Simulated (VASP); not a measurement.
Method: PBEsol GGA, VASP's PBE PAW potentials (set 64) (plane waves; VASP 6.6.1).

VASP ran on this input.

**INCAR**
```
ALGO=Normal
EDIFF=1E-6
EDIFFG=-0.02
ENCUT=400
GGA=PS
IBRION=2
ISIF=3
ISMEAR=0
LASPH=.TRUE.
LCHARG=.FALSE.
LMAXMIX=4
LREAL=.FALSE.
LWAVE=.FALSE.
NELM=100
NSW=60
PREC=Accurate
SIGMA=0.05
SYSTEM=Zn4S2Se2
```

File POSCAR:
```
Zn4S2Se2
1
   -0.0000000000     2.7498907582     2.7498907582
    2.7498907582    -0.0000000000     2.7498907582
   10.9974281476    10.9974281476     0.0021348853
Zn Se S
4 2 2
Direct
  0.0142200631   0.0142200631   0.9893349527
  0.0002277730   0.0002277730   0.2498291702
  0.9855701427   0.9855701427   0.5108223930
  0.9998108272   0.9998108272   0.7501418796
  0.2556298753   0.2556298753   0.0582775935
  0.2422455787   0.2422455787   0.3183158160
  0.2443902867   0.2443902867   0.5667072849
  0.2579054533   0.2579054533   0.8065709100
```

File KPOINTS:
```
Automatic mesh
0
Gamma
6 6 2
0 0 0
```

POTCAR, in this order: Zn Se S (PBE.64 set). Program: vasp_std.

What VASP printed:

OUTCAR:
```
 ion  position               nearest neighbor table
   1  0.014  0.014  0.989-   8 2.32   5 2.41   5 2.41   5 2.41
   2  0.000  0.000  0.250-   6 2.41   6 2.41   6 2.41   5 2.43
   3  0.986  0.986  0.511-   7 2.35   7 2.35   7 2.35   6 2.44
   4  1.000  1.000  0.750-   7 2.33   8 2.36   8 2.36   8 2.36
   5  0.256  0.256  0.058-   1 2.41   1 2.41   1 2.41   2 2.43
   6  0.242  0.242  0.318-   2 2.41   2 2.41   2 2.41   3 2.44
   7  0.244  0.244  0.567-   4 2.33   3 2.35   3 2.35   3 2.35
   8  0.258  0.258  0.807-   1 2.32   4 2.36   4 2.36   4 2.36
  LATTYP: Found a trigonal (rhomboedric) cell.
 ALAT       =    12.8944896936
 COS(alpha) =     0.9545197792
 Subroutine PRICEL returns:
 Original cell was already a primitive cell.
 Subroutine GETGRP returns: Found  6 space group operations
The static configuration has the point symmetry C_3v.
The dynamic configuration has the point symmetry C_3v.
 Subroutine INISYM returns: Found  6 space group operations
 Subroutine IBZKPT returns following result:
 Found     22 irreducible k-points:

 Following reciprocal coordinates:
            Coordinates               Weight
  0.000000  0.000000  0.000000      1.000000
  0.166667  0.000000  0.000000      4.000000
  0.333333  0.000000  0.000000      4.000000
  0.500000  0.000000  0.000000      3.000000
  0.166667  0.166667 -0.000000      2.000000
  0.333333  0.166667  0.000000      4.000000
  0.500000  0.166667 -0.000000      8.000000
 -0.333333  0.166667  0.000000      4.000000
 -0.166667  0.166667  0.000000      2.000000
  0.333333  0.333333 -0.000000      2.000000
 -0.333333  0.333333  0.000000      2.000000
  0.000000  0.000000  0.500000      1.000000
  0.166667  0.000000  0.500000      4.000000
  0.333333  0.000000  0.500000      4.000000
  0.500000  0.000000  0.500000      3.000000
  0.166667  0.166667  0.500000      2.000000
  0.333333  0.166667  0.500000      4.000000
  0.500000  0.166667  0.500000      8.000000
 -0.333333  0.166667  0.500000      4.000000
 -0.166667  0.166667  0.500000      2.000000
  0.333333  0.333333  0.500000      2.000000
 -0.333333  0.333333  0.500000      2.000000
   k-points           NKPTS =     22   k-points in BZ     NKDIM =     22   number of bands    NBANDS=     43
   number of dos      NEDOS =    301   number of ions     NIONS =      8
   total plane-waves  NPLWV =  84672
   dimension x,y,z NGX =    28 NGY =   28 NGZ =  108
   dimension x,y,z NGXF=    56 NGYF=   56 NGZF=  216
   ions per type =               4   2   2
   PREC   = accura    normal or accurate (medium, high low for compatibility)
   ISTART =      0    job   : 0-new  1-cont  2-samecut
   ICHARG =      2    charge: 1-file 2-atom 10-const
   ISPIN  =      1    spin polarized calculation?
   LNONCOLLINEAR =      F non collinear calculations
   LSORBIT =      F    spin-orbit coupling
   INIWAV =      1    electr: 0-lowe 1-rand  2-diag
   ENCUT  =  400.0 eV  29.40 Ry    5.42 a.u.   6.34  6.34 25.36*2*pi/ulx,y,z
   NELM   =    100;   NELMIN=  2; NELMDL= -5     # of ELM steps
   EDIFF  = 0.1E-05   stopping-criterion for ELM
   LREAL  =      F    real-space projection
   NLSPLINE    = F    spline interpolate recip. space projectors
   LMAXMIX     =    4 max onsite mixed and CHGCAR
   VOSKOWN=      0    Vosko Wilk Nusair interpolation
   EDIFFG = -.2E-01   stopping-criterion for IOM
   NSW    =     60    number of steps for IOM
   NBLOCK =      1;   KBLOCK =     60    inner block; outer block
   IBRION =      2    ionic relax: 0-MD 1-quasi-New 2-CG
   NFREE  =      1    steps in history (QN), initial steepest desc. (CG)
   ISIF   =      3    stress and relaxation
   ISYM   =      2    0-nonsym 1-usesym 2-fastsym
   TEIN   =    0.0    initial temperature
   TEBEG  =    0.0;   TEEND  =   0.0 temperature during run
   SMASS  =  -3.00    Nose mass-parameter (am)
...
```

OSZICAR:
```
       N       E                     dE             d eps       ncg     rms          rms(c)
DAV:   1     0.511261628130E+03    0.51126E+03   -0.28696E+04  1892   0.166E+03
DAV:   2     0.360688062755E+02   -0.47519E+03   -0.46270E+03  1908   0.389E+02
DAV:   3    -0.273993509988E+02   -0.63468E+02   -0.62868E+02  2101   0.139E+02
DAV:   4    -0.300071958987E+02   -0.26078E+01   -0.25995E+01  2256   0.278E+01
DAV:   5    -0.300430770743E+02   -0.35881E-01   -0.35858E-01  2242   0.342E+00    0.123E+01
DAV:   6    -0.285970151300E+02    0.14461E+01   -0.39161E+00  2734   0.446E+01    0.930E+00
DAV:   7    -0.286487318244E+02   -0.51717E-01   -0.35310E+00  2034   0.801E+00    0.337E+00
DAV:   8    -0.286104623307E+02    0.38269E-01   -0.17080E-01  2402   0.455E+00    0.941E-01
DAV:   9    -0.286071824912E+02    0.32798E-02   -0.65108E-02  2408   0.288E+00    0.348E-01
DAV:  10    -0.286071946001E+02   -0.12109E-04   -0.46248E-03  2199   0.859E-01    0.262E-01
DAV:  11    -0.286072269800E+02   -0.32380E-04   -0.67255E-04  2592   0.251E-01    0.201E-01
DAV:  12    -0.286073054728E+02   -0.78493E-04   -0.35137E-04  2454   0.387E-01    0.458E-02
DAV:  13    -0.286073196095E+02   -0.14137E-04   -0.18802E-04  2304   0.146E-01    0.411E-02
DAV:  14    -0.286073208986E+02   -0.12891E-05   -0.42326E-05  2272   0.416E-02    0.207E-02
DAV:  15    -0.286073186326E+02    0.22660E-05   -0.23511E-05  2285   0.575E-02    0.828E-03
DAV:  16    -0.286073193361E+02   -0.70351E-06   -0.51629E-06  2034   0.325E-02
   1 F= -.28607319E+02 E0= -.28607319E+02  d E =-.286073E+02
       N       E                     dE             d eps       ncg     rms          rms(c)
DAV:   1    -0.286109621943E+02   -0.36436E-02   -0.78501E-02  2355   0.317E+00    0.450E-01
DAV:   2    -0.286079976593E+02    0.29645E-02   -0.17545E-02  2325   0.208E+00    0.166E-01
DAV:   3    -0.286077023494E+02    0.29531E-03   -0.85241E-04  2074   0.188E-01    0.868E-02
DAV:   4    -0.286075822224E+02    0.12013E-03   -0.12873E-04  2092   0.101E-01    0.326E-02
DAV:   5    -0.286075725044E+02    0.97180E-05   -0.21373E-05  2496   0.110E-01    0.113E-02
DAV:   6    -0.286075727921E+02   -0.28766E-06   -0.12414E-05  2492   0.456E-02    0.418E-03
DAV:   7    -0.286075726720E+02    0.12006E-06   -0.30766E-06  1633   0.245E-02
   2 F= -.28607573E+02 E0= -.28607573E+02  d E =-.253336E-03
```

**OUTCAR**
```
------------------------ aborting loop because EDIFF is reached ----------------------------------------
  FORCE on cell =-STRESS in cart. coord.  units (eV):
  Direction    XX          YY          ZZ          XY          YZ          ZX
  --------------------------------------------------------------------------------------
  Total       -0.0086659     -0.0086659     -0.0086659      0.0243685     -0.0243685     -0.0243685
  in kB       -0.0836706     -0.0836706     -0.0836706      0.2352801     -0.2352801     -0.2352801
  external PRESSURE =      -0.0836706 kB  Pullay stress =       0.0000000 kB
  volume of cell :      165.94
      direct lattice vectors                 reciprocal lattice vectors
    -0.000000000  2.748168149  2.748168149    -0.181976602  0.181902151  0.181976602
     2.748168149 -0.000000000  2.748168149     0.181902151 -0.181976602  0.181976602
    10.988177076 10.988177076  0.004495522     0.045512763  0.045512763 -0.045512763
 POSITION                                       TOTAL-FORCE (eV/Angst)
 -----------------------------------------------------------------------------------
     10.90908     10.90908      0.08359        -0.008945     -0.008945      0.008945
      2.74524      2.74524      0.00293        -0.003558     -0.003558      0.003558
      8.32109      8.32109      5.41975        -0.001272     -0.001272      0.001272
     10.99020     10.99020      5.49881         0.001156      0.001156     -0.001156
      1.34337      1.34337      1.40480         0.001991      0.001991     -0.001991
      4.16422      4.16422      1.33212         0.006939      0.006939     -0.006939
      6.89914      6.89914      1.34536         0.004016      0.004016     -0.004016
      9.57192      9.57192      1.42075        -0.000326     -0.000326      0.000326
 -----------------------------------------------------------------------------------
    total drift:                               -0.000263     -0.000263      0.000247
  FREE ENERGIE OF THE ION-ELECTRON SYSTEM (eV)
  ---------------------------------------------------
  free  energy   TOTEN  =       -28.6075726720 eV

  energy  without entropy=      -28.6075726720  energy(sigma->0) =      -28.60757267

 reached required accuracy - stopping structural energy minimisation
```
(Selected blocks of OUTCAR.)

File CONTCAR:
```
Zn4S2Se2
   1.00000000000000
    -0.0000000000000119    2.7481681494770296    2.7481681494770531
     2.7481681494770296   -0.0000000000000119    2.7481681494770531
    10.9881770763532369   10.9881770763532369    0.0044955216547743
  Zn              Se              S
     4     2     2
Direct
     0.0143990696162963    0.0143990696162963    0.9892006978127746
     0.0003284472490420    0.0003284472490420    0.2497536645132194
     0.9856476418343667    0.9856476418343667    0.5107642686492219
     0.9998367374365514    0.9998367374365514    0.7501224469225882
     0.2555412726133135    0.2555412726133135    0.0583440455150180
     0.2421047220550492    0.2421047220550492    0.3184214584837153
     0.2443110754689624    0.2443110754689624    0.5667666933232787
     0.2578310337264185    0.2578310337264185    0.8066267246801821
```

The structure was generated: Zn4S2Se2 was put into an ordered model structure (R3m), which need not be its known phase. This run relaxes it. Symmetry was kept, so distortions that lower it aren't found. The start is the result of an earlier pass.
